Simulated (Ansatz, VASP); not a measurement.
# ZrTiSi2: VASP beside Ansatz

Wanted: the spread between two codes on one cell, functional and k mesh. The cell is invented: As first built, before any earlier steps moved the atoms (in the runner's words): it takes the ZrTiC2 structure with some of its atoms replaced by other elements, volume scaled by an estimate. It may not be a known or stable phase. The cell is taken from a series of VASP runs on this material, whose earlier steps may have relaxed, scaled or displaced it; both programs get it as it stands.

Method: plane waves, with VASP 6.6.1 beside it; band structure at LDA and single point at LDA, in Ansatz 0.2.0.

## (1) The starting structure

Symmetry: R-3m, No. 166, trigonal system. Conventional cell: a = 3.721 Å, b = 3.721 Å, c = 17.048 Å, α = 90.00°, β = 90.00°, γ = 120.00°. Nearest to Zr lie 6 Si at 2.65 Å. Ti has 6 Si at 2.51 Å nearest. Si has 3 Ti at 2.51 Å and 3 Zr at 2.65 Å nearest. As first built, before any earlier steps moved the atoms (in the runner's words): sites of the ZrTiC2 structure (space group 166) filled with other elements, volume scaled by an estimate. Farther neighbours are not listed.

## (2) Ansatz: band structure, LDA

Ansatz runs on its default PAW (the set named soft_2) files.

With cell and atoms fixed, the geometry can't cause a difference; cores, projectors, grids and the points listed under the comparison can.

The input, input.yaml:

```yaml
crystal:
  lattice:
    - [1.8604756746, 1.0741461354, 5.6827879769]
    - [-1.8604756746, 1.0741461354, 5.6827879769]
    - [0.0, -2.1482922608, 5.6827879769]
  atoms:
    - { symbol: Zr, position: [0.0, 0.0, 0.0] }
    - { symbol: Ti, position: [0.5, 0.5, 0.5] }
    - { symbol: Si, position: [0.2426801816, 0.2426801816, 0.2426801816] }
    - { symbol: Si, position: [0.7573198184, 0.7573198184, 0.7573198184] }
hamiltonian:
  xc: lda
  pseudopotentials: { kind: paw }
kpoints:
  mp_grid: { grid: [6, 6, 6] }
  band_path:
    path:
      - [0.0, 0.0, 0.0]
      - [0.13333, 0.0, 0.0]
      - [0.3, 0.0, 0.0]
      - [0.46667, 0.0, 0.0]
      - [0.5, 0.0381, -0.0381]
      - [0.5, 0.10159, -0.10159]
      - [0.5, 0.16509, -0.16509]
      - [0.76825, 0.5, 0.23175]
      - [0.66507, 0.5, 0.33493]
      - [0.5619, 0.5, 0.4381]
      - [0.46667, 0.46667, 0.46667]
      - [0.3, 0.3, 0.3]
      - [0.13333, 0.13333, 0.13333]
      - [0.0, 0.0, 0.0]
      - [0.11508, 0.0, -0.11508]
      - [0.20715, 0.0, -0.20715]
      - [0.32223, 0.0, -0.32223]
      - [0.62381, 0.37619, 0.0]
      - [0.57222, 0.42778, 0.0]
      - [0.52063, 0.47937, 0.0]
      - [0.52063, 0.52063, 0.0254]
      - [0.57222, 0.57222, 0.08889]
      - [0.62381, 0.62381, 0.15239]
      - [0.64444, 0.64444, 0.21112]
      - [0.59285, 0.59285, 0.31429]
      - [0.54127, 0.54127, 0.41746]
      - [0.5, 0.0, 0.0]
      - [0.60317, 0.11508, 0.11508]
      - [0.70634, 0.23016, 0.23016]
      - [0.80951, 0.34524, 0.34524]
    npoints: 1
scf:
  occupations: { method: fermi_dirac, width: 0.05 }
  n_extra_bands: 8
output:
  forces: true
  stress: true
  eigenvalues: true
```

On the command line:

```sh
$ ansatz run input.yaml --threads 2 --pin off --max-ram 4608MiB --backend cpu --events-out ev --progress --plain --runs-dir out
```

Numbers of over 12 decimals in the logs are rounded to 6 here.

The program printed:

```text
basis.fft_grid_basis auto: the FFT boxes are laid along the combinations [[1, 0, -1], [0, 1, -1], [0, 0, 1]] of the cell's own vectors, 3.721, 3.721 and 6.075 Å long. The dense box has 25×25×45 points. Along the cell's own vectors, as sized, it would have 45×45×45, 3.24 times as many. Of the 12 symmetry operations that the crystal satisfies within crystal.symmetry.tolerance (time reversal apart; of a slab, those that [...]
scf.n_extra_bands = 8 over 16 filled bands (N_el = 32.0): the run solves 24 bands
Engine: ansatz 0.2.0, x86_64-unknown-linux-gnu
Pseudopotentials: kind: paw
Pseudopotential: Zr, paw, valence charge 12, recommended cutoff 420 eV (normal), Zr.paw.azcp
Pseudopotential: Ti, paw, valence charge 12, recommended cutoff 420 eV (normal), Ti.paw.azcp
Pseudopotential: Si, paw, valence charge 4, recommended cutoff 420 eV (normal), Si.paw.azcp
Functional definition: SPW92
  exchange = slater_x
  correlation = pw_c
Crystal: 4 atoms, lattice volume = 68.140 Å³
Basis set: ecut = 420 eV, 1315 PW (Γ), FFT grids on a1−a3, a2−a3, a3
Bands: 24, of which v1, the nominal top of the filled ones, is band 16 counted from 1 (15 counted from 0)
Symmetry: 12 space group operations
Space group: R-3m (ITA 166), of the structure as read, at distance tolerance 4.1e-5 Å
k-points: 32 of 216
Non-local potential: Zr, projectors of the file, l = 0: 3, l = 1: 2, l = 2: 2, l = 3: 2
Non-local potential: Ti, projectors of the file, l = 0: 3, l = 1: 2, l = 2: 3, l = 3: 1
Non-local potential: Si, projectors of the file, l = 0: 2, l = 1: 2, l = 2: 2
PAW form: soft (Blöchl's): semilocal exchange-correlation on the pseudo side does not see the compensation charge
PAW frozen core: Zr, regenerated for the run's functional, and the local potential with it (the file was generated under x = pbe(κ = 0.804, μ = 0.219515), c = pbe(β = 0.066725))
PAW frozen core: Ti, regenerated for the run's functional, and the local potential with it (the file was generated under x = pbe(κ = 0.804, μ = 0.219515), c = pbe(β = 0.066725))
PAW frozen core: Si, regenerated for the run's functional, and the local potential with it (the file was generated under x = pbe(κ = 0.804, μ = 0.219515), c = pbe(β = 0.066725))
PAW one-centre angular grid: Zr, 590 points (default); XC on 64 Gauss nodes
PAW one-centre angular grid: Ti, 590 points (default); XC on 64 Gauss nodes
PAW one-centre angular grid: Si, 110 points (default); XC on 64 Gauss nodes
Initial density: superposition of atomic densities (neutral atoms: chi_scale 0, normalization atom), corrected by the library's trained network
Initial wavefunctions: pseudopotential atomic-orbital guess
Functional: x = slater, c = lda
SCF iter   1: F=—  HF=-7747.572558 eV  |F-HF|=—  |Δ(HF+E_count)|=         —  Δρ=6.70e-3  dr2=2.42e-2  ethr=1.77e-3  ⟨swp⟩=5.5  Hψ=3749  notcnv=0  defer=6
preconditioner: auto → Kerker (q_TF=auto, 2.405 Å⁻¹)  [metal: Δε(μ)=0.047 eV  Ē_g=6.130 eV  σ=0.050 eV  W_gap=0.23  n_scr=16 (ndim 8)  ℏωp=18.0 eV  f_vac=0.000  D(μ)=0.76/eV (n_scr^D=2)]
SCF iter   2: F=—  HF=-7747.567745 eV  |F-HF|=—  |Δ(HF+E_count)|=   4.81e-3  Δρ=3.75e-3  dr2=8.13e-3  ethr=7.56e-5  ⟨swp⟩=1.1  Hψ=1028  notcnv=0  defer=14
SCF iter   3: F=—  HF=-7747.565071 eV  |F-HF|=—  |Δ(HF+E_count)|=   2.67e-3  Δρ=4.44e-4  dr2=1.75e-4  ethr=2.54e-5  ⟨swp⟩=2.0  Hψ=963  notcnv=0  defer=14
SCF iter   4: F=—  HF=-7747.565000 eV  |F-HF|=—  |Δ(HF+E_count)|=   7.06e-5  Δρ=1.02e-4  dr2=5.65e-6  ethr=5.46e-7  ⟨swp⟩=2.0  Hψ=952  notcnv=0  defer=14
SCF iter   5: F=—  HF=-7747.564999 eV  |F-HF|=—  |Δ(HF+E_count)|=   1.32e-6  Δρ=1.63e-5  dr2=1.78e-7  ethr=1.77e-8  ⟨swp⟩=2.0  Hψ=1167  notcnv=0  defer=14
SCF iter   6: F=-7747.564999 eV  HF=-7747.564999 eV  |F-HF|=2.18e-9  |Δ(HF+E_count)|=   3.17e-9  Δρ=2.87e-6  dr2=5.42e-9  ethr=3.13e-10  ⟨swp⟩=7.7  Hψ=2922  notcnv=0
SCF 1 converged in 6 iterations: F = -7747.564999 eV  dr2 = 5.42e-9
  greatest PAW one-centre occupation: 0.999 electrons in one spin orbital (limit 2), on the Ti atom at site 1 (counted from 0), in its partial waves of l = 0
NSCF: frozen V_eff on 30 k-points
SCF converged after 6 iterations
Free energy (F): -7747.564999 eV
Harris-Foulkes:  -7747.564999 eV  (|F-HF|=2.18e-9)
Internal energy: -7747.558286 eV  (E = F + TS)
E sigma→0 (E₀):  -7747.561642 eV
Entropy (-TS):   -0.006712 eV (-1.678 meV/atom)
Fermi energy:    12.009563 eV
--- Per-component energies (eV) ---
  E_band       = -239.727360
  E_kinetic    = 693.048074
  E_local      = -1705.815691  (includes V_loc(G=0)·N_el)
  E_nonlocal   = 152.280859
  E_hartree    = 646.856064
  E_xc         = -370.589914
  E_vxc        = -411.349928  (∫ρ·V_xc dr)
  E_paw        = -4820.990053  (= ΣΔE_a)
  E_vpaw       = -261.603594  (= ΣTr[D̂ρ^β])
  E_aug_tail   = 0.000125  (compensation charges beyond the density's cutoff)
  E_ewald      = -2343.212762
  E_core_change = 0.865013  (= ΣΔE_core)
  E_smearing   = -0.006712  (= −TS)
  E_closure    = -0.000000  (closes the sum)
  Σ components = -7747.564999   (vs F -7747.564999, Δ=0.00e0)
--- Forces (eV/Å), atoms counted from 1 ---
  atom   1  Zr     0.00000000     0.00000000    -0.00000000
  atom   2  Ti     0.00000000     0.00000000    -0.00000000
  atom   3  Si     0.00000000     0.00000000     0.00629001
  atom   4  Si     0.00000000    -0.00000000    -0.00629001
  max |Σ_I F_I| component: 4.27e-31 eV/Å
--- Stress (GPa, compression-positive) ---
        0.052912       0.000000       0.000000
        0.000000       0.052912      -0.000000
        0.000000      -0.000000      -0.018814
  P = ⅓ Tr σ = 0.0290 GPa (0.290 kbar)
--- Band table (eV; the first three rows and the last of 32) ---
  k-point 0: bands = [... 12 lower, 9.6321, 11.7059, 11.7059, 12.3193, 12.5473, 12.5473, 14.4361, 14.4361, ... 4 higher]
  k-point 1: bands = [... 12 lower, 9.8354, 10.9605, 11.3163, 11.4613, 12.4289, 12.6679, 14.1107, 14.1164, ... 4 higher]
  k-point 2: bands = [... 12 lower, 9.3656, 10.2265, 10.2934, 10.9655, 12.7533, 13.2524, 13.5608, 14.2415, ... 4 higher]
  k-point 31: bands = [... 12 lower, 10.4146, 10.4146, 10.7371, 10.7371, 12.5654, 12.5654, 13.1132, 13.1132, ... 4 higher]
```

It took 1.1 s on 2 threads of Intel Xeon Platinum 8559C (Emerald Rapids), shared host; peak memory 0.44 GiB.

The column dr2 measures how far the density is from self-consistency, as an energy; F and HF (Harris–Foulkes) agree once it is small.

## (3) VASP: band structure, LDA

The same cell, functional (in two slightly different forms), mesh and smearing now go to VASP, with its own data sets and cutoff.

Lines of VASP's logs that name or quote its potential files are left out, and so is its time.

The input, INCAR:

```
SYSTEM = ZrTiSi2
PREC = Accurate
ENCUT = 400
EDIFF = 1E-06
NELM = 100
ISMEAR = -1
SIGMA = 0.05
LREAL = .FALSE.
ALGO = Normal
GGA = CA
NBANDS = 30
LORBIT = 11
LWAVE = .FALSE.
LCHARG = .FALSE.
KPAR = 2
```

The input, POSCAR:

```
ZrTiSi2
1.0
    1.8604756746      1.0741461354      5.6827879769
   -1.8604756746      1.0741461354      5.6827879769
    0.0000000000     -2.1482922608      5.6827879769
Zr Ti Si
1 1 2
Direct
    0.0000000000      0.0000000000      0.0000000000
    0.5000000000      0.5000000000      0.5000000000
    0.2426801816      0.2426801816      0.2426801816
    0.7573198184      0.7573198184      0.7573198184
```

The input, KPOINTS:

```
Automatic mesh
0
Gamma
6 6 6
0 0 0
```

The input, KPOINTS_OPT:

```
Line mode
16
Line-mode
Reciprocal
  0.00000000   0.00000000   0.00000000 GAMMA
  0.50000000   0.00000000   0.00000000 L

  0.50000000   0.00000000   0.00000000 L
  0.50000000   0.19048507  -0.19048507 B1

  0.80951493   0.50000000   0.19048507 B
  0.50000000   0.50000000   0.50000000 Z

  0.50000000   0.50000000   0.50000000 Z
  0.00000000   0.00000000   0.00000000 GAMMA

  0.00000000   0.00000000   0.00000000 GAMMA
  0.34524253   0.00000000  -0.34524253 X

  0.65475747   0.34524253   0.00000000 Q
  0.50000000   0.50000000   0.00000000 F

  0.50000000   0.50000000   0.00000000 F
  0.65475747   0.65475747   0.19048507 P1

  0.65475747   0.65475747   0.19048507 P1
  0.50000000   0.50000000   0.50000000 Z

  0.50000000   0.00000000   0.00000000 L
  0.80951493   0.34524253   0.34524253 P
```

Potentials, in the order of the species: Zr_sv, Ti_sv and Si (LDA family, release 64).

On the command line:

```sh
$ mpirun -np 2 vasp_std
```

The program printed:

```text
[banner, memory and clock lines left out]
running    2 mpi-ranks, on    1 nodes
 distrk:  each k-point on    1 cores,    2 groups
 distr:  one band on    1 cores,    1 groups

 POSCAR found type information on POSCAR ZrTiSi
 POSCAR found :  3 types and       4 ions
 LDA part: xc-table for (Slater(with rela. corr.)+CA(PZ))
 , standard interpolation
 POSCAR, INCAR and KPOINTS ok, starting setup
 FFT: planning ... GRIDC
 FFT: planning ... GRID_SOFT
 FFT: planning ... GRID
 WAVECAR not read
 entering main loop
       N       E                     dE             d eps       ncg     rms          rms(c)
DAV:   1     0.258604065403E+03    0.25860E+03   -0.12680E+04  1920   0.921E+02
DAV:   2    -0.132100284819E+02   -0.27181E+03   -0.25635E+03  2012   0.293E+02
DAV:   3    -0.344243232344E+02   -0.21214E+02   -0.20656E+02  3232   0.732E+01
DAV:   4    -0.355284667989E+02   -0.11041E+01   -0.10957E+01  2446   0.140E+01
DAV:   5    -0.355727463683E+02   -0.44280E-01   -0.44274E-01  2818   0.249E+00    0.205E+01
DAV:   6    -0.330177625396E+02    0.25550E+01   -0.71684E+00  2248   0.259E+01    0.892E+00
DAV:   7    -0.327900922934E+02    0.22767E+00   -0.33354E+00  2402   0.201E+01    0.697E+00
DAV:   8    -0.322720580582E+02    0.51803E+00   -0.41231E-01  2494   0.618E+00    0.281E+00
DAV:   9    -0.322622159703E+02    0.98421E-02   -0.10434E-01  2820   0.228E+00    0.857E-01
DAV:  10    -0.322565162506E+02    0.56997E-02   -0.16102E-02  2294   0.127E+00    0.225E-01
DAV:  11    -0.322567927662E+02   -0.27652E-03   -0.10664E-03  2376   0.227E-01    0.117E-01
DAV:  12    -0.322567129538E+02    0.79812E-04   -0.63759E-05  2436   0.812E-02    0.471E-02
DAV:  13    -0.322567040513E+02    0.89025E-05   -0.22189E-05  2508   0.395E-02    0.119E-02
DAV:  14    -0.322567039212E+02    0.13006E-06   -0.26328E-06  2350   0.103E-02
   1 F= -.32256704E+02 E0= -.32253340E+02  d E =-.672723E-02
 Start KPOINTS_OPT (optional k-point list driver)
k-point batch [1-32\144]
       N       E                     dE             ncg
DAV:   1    -0.124807733001E+04   -0.24444E+05     1920
DAV:   2    -0.100635656178E+05   -0.88155E+04     2024
DAV:   3    -0.107829025230E+05   -0.71934E+03     3266
DAV:   4    -0.108179235911E+05   -0.35021E+02     2430
DAV:   5    -0.108193076699E+05   -0.13841E+01     2672
DAV:   6    -0.108193215675E+05   -0.13898E-01     2446
DAV:   7    -0.108193221496E+05   -0.58211E-03     2760
DAV:   8    -0.108193221643E+05   -0.14635E-04     2038
DAV:   9    -0.108193221646E+05   -0.32047E-06     1526
[...]
k-point batch [129-144\144]
       N       E                     dE             ncg
DAV:   1     0.858382443706E+04   -0.15798E+05      960
DAV:   2     0.423820135334E+04   -0.43456E+04      996
DAV:   3     0.389484231747E+04   -0.34336E+03     1570
DAV:   4     0.387562797908E+04   -0.19214E+02     1268
DAV:   5     0.387506180959E+04   -0.56617E+00     1334
DAV:   6     0.387505900201E+04   -0.28076E-02     1244
DAV:   7     0.387505894296E+04   -0.59051E-04     1362
DAV:   8     0.387505894241E+04   -0.55064E-06      956
```

Parts of OUTCAR (step 3):

```text
ion  position               nearest neighbor table
   1  0.000  0.000  0.000-   4 2.65   3 2.65   4 2.65   4 2.65   3 2.65   3 2.65
   2  0.500  0.500  0.500-   3 2.51   4 2.51   3 2.51   3 2.51   4 2.51   4 2.51
   3  0.243  0.243  0.243-   2 2.51   2 2.51   2 2.51   1 2.65   1 2.65   1 2.65
   4  0.757  0.757  0.757-   2 2.51   2 2.51   2 2.51   1 2.65   1 2.65   1 2.65

  LATTYP: Found a trigonal (rhomboedric) cell.
 ALAT       =     6.0752974286
 COS(alpha) =     0.8124388447

 Subroutine GETGRP returns: Found 12 space group operations
 (whereof 12 operations were pure point group operations)

The static configuration has the point symmetry D_3d.

 Found     32 irreducible k-points:

   k-points           NKPTS =     32   k-points in BZ     NKDIM =     32   number of bands    NBANDS=     30

   dimension x,y,z NGX =    40 NGY =   40 NGZ =   40
   dimension x,y,z NGXF=    80 NGYF=   80 NGZF=   80

   ENCUT  =  400.0 eV  29.40 Ry    5.42 a.u.   9.91  9.91  9.91*2*pi/ulx,y,z

   NELECT =      32.0000    total number of electrons

 k-points in reciprocal lattice and weights: Automatic mesh
   0.00000000  0.00000000  0.00000000       0.005
   0.16666667 -0.00000000 -0.00000000       0.028
   0.33333333  0.00000000 -0.00000000       0.028
   0.50000000 -0.00000000  0.00000000       0.014
   0.16666667  0.16666667 -0.00000000       0.028
   0.33333333  0.16666667 -0.00000000       0.056
   0.50000000  0.16666667 -0.00000000       0.056
  -0.33333333  0.16666667  0.00000000       0.056
  -0.16666667  0.16666667  0.00000000       0.028
[...]
-0.33333333  0.50000000  0.33333333       0.028
   0.50000000  0.50000000  0.50000000       0.005

 average (electrostatic) potential at core
       1 -74.2101       2 -71.7774       3 -81.2313       4 -81.2313

 E-fermi :   8.9145

 k-point     1 :       0.0000    0.0000    0.0000
  band No.  band energies     occupation
    ...
     11       3.8696      2.00000
     12       6.5363      2.00000
     13       6.5363      2.00000
     14       8.6077      1.99568
     15       8.6077      1.99568
     16       9.2216      0.00430
     17       9.4485      0.00005
     18       9.4485      0.00005
     19      11.3396      0.00000
     20      11.3396      0.00000
    ...

 k-point     2 :       0.1667   -0.0000   -0.0000
  band No.  band energies     occupation
    ...
     12       6.3973      2.00000
     13       6.7398      2.00000
     14       7.8648      2.00000
     15       8.2192      2.00000
     16       8.3646      1.99997
     17       9.3317      0.00048
     18       9.5691      0.00000
     19      11.0153      0.00000
     20      11.0197      0.00000
     21      11.8772      0.00000
    ...

 k-point     3 :       0.3333    0.0000   -0.0000
  band No.  band energies     occupation
    ...
     12       5.9434      2.00000
     13       6.2748      2.00000
     14       7.1312      2.00000
     15       7.1972      2.00000
     16       7.8703      2.00000
     17       9.6575      0.00000
     18      10.1540      0.00000
     19      10.4706      0.00000
     20      11.1447      0.00000
     21      11.4345      0.00000
    ...

  Total        0.0336129      0.0336129      0.0067531     -0.0000000      0.0000000      0.0000000
  in kB        0.7903449      0.7903449      0.1587870     -0.0000000      0.0000000      0.0000000
  external PRESSURE =       0.5798256 kB  Pullay stress =       0.0000000 kB

  energy-cutoff  :      400.00
  volume of cell :       68.14
      direct lattice vectors                 reciprocal lattice vectors
     1.860475675  1.074146135  5.682787977     0.268748475  0.155162004  0.058656655
    -1.860475675  1.074146135  5.682787977    -0.268748475  0.155162004  0.058656655
     0.000000000 -2.148292261  5.682787977     0.000000000 -0.310324008  0.058656655

 POSITION                                       TOTAL-FORCE (eV/Angst)
 -----------------------------------------------------------------------------------
      0.00000      0.00000      0.00000        -0.000000      0.000000     -0.000000
      0.00000      0.00000      8.52418         0.000000      0.000000     -0.000000
      0.00000      0.00000      4.13730         0.000000      0.000000      0.005397
      0.00000      0.00000     12.91106         0.000000     -0.000000     -0.005397
 -----------------------------------------------------------------------------------
    total drift:                                0.000000      0.000000     -0.000000

  FREE ENERGIE OF THE ION-ELECTRON SYSTEM (eV)
  ---------------------------------------------------
  free  energy   TOTEN  =       -32.2567039212 eV

  energy  without entropy=      -32.2499766930  energy(sigma->0) =      -32.25334031

 total charge
# of ion       s       p       d       tot
------------------------------------------
    1        2.162   5.984   1.783   9.929
    2        2.175   6.139   2.074  10.388
    3        0.813   0.972   0.000   1.785
    4        0.813   0.972   0.000   1.785
--------------------------------------------------
tot          5.962  14.068   3.857  23.887

[... 3 further parts left out ...]
```

The run ends at a pressure of 0.06 GPa, with forces up to 0.0054 eV/Å.

## (4) Differences

Known differences besides the potentials themselves: the two LDA forms differ slightly; the cutoff is 420 eV in Ansatz and 400 eV in VASP; VASP's log shows a relativistic correction to its local exchange, Ansatz's none. Total energies have different zeros and are not compared.

Both answers:

```csv
quantity,Ansatz,VASP,difference
pressure (GPa),0.03,0.06,-0.03
```

Levels from 3 eV below to 2 eV above the Fermi level differ by 2 meV r.m.s. and 5 meV at most; each VASP level is matched to the nearest of Ansatz, which flatters the figure a little. Ansatz's pressure holds a Pulay correction of 0.04 GPa; VASP's holds none.

[end of part 1 of 2]

[Lines on the potential files, build, host, timing and source positions are cut from VASP's logs without a mark.]

[Logs are printed without paths, hosts, clocks, repeated set-up lines and the standing remarks that a program may print on its own settings, such as how far it seeks lower states.]

[Hosts, paths, dates, database ids (printed as entryN), source tags and the programs' standing remarks are cut or masked in the printed files.]
